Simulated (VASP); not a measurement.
Given:

```
CELL_PARAMETERS angstrom
      2.86940     0.00000     0.00000
      0.00000     2.86940     0.00000
      0.00000     0.00000     2.86940
ATOMIC_POSITIONS crystal
  Zn 0.50000 0.50000 0.50000
  Cu 0.00000 0.00000 0.00000
```

All values below come from LDA (Ceperley-Alder, Perdew-Zunger) with spin-orbit coupling, VASP's LDA PAW potentials (set 64) (plane waves; VASP 6.6.1). Numerical set-up: 400 eV cut-off, 11×11×11 Γ-centred mesh, Gaussian smearing of 0.050 eV, potentials Zn Cu.

Q: Give the energies of bands 15 to 28 at the high-symmetry points, in eV from the Fermi level.

A: 
```csv
band,Γ,X,M,R
15,-3.83,-4.01,-3.06,-4.60
16,-3.83,-4.01,-3.06,-4.60
17,-2.93,-3.60,-3.01,-2.60
18,-2.93,-3.60,-3.01,-2.60
19,-2.93,-3.47,-2.61,-2.60
20,-2.93,-3.47,-2.61,-2.60
21,-2.77,-2.97,-2.09,4.32
22,-2.77,-2.97,-2.09,4.32
23,6.28,-2.06,-2.08,4.50
24,6.28,-2.06,-2.08,4.50
25,6.59,12.26,2.10,4.64
26,6.59,12.26,2.10,4.64
27,6.59,12.47,2.43,4.64
28,6.59,12.47,2.43,4.64
```

It has no gap at this level: it comes out as a metal or semimetal.

The compound is CuZn in the CsCl type structure. It was relaxed first, which changed the volume by -8 %.
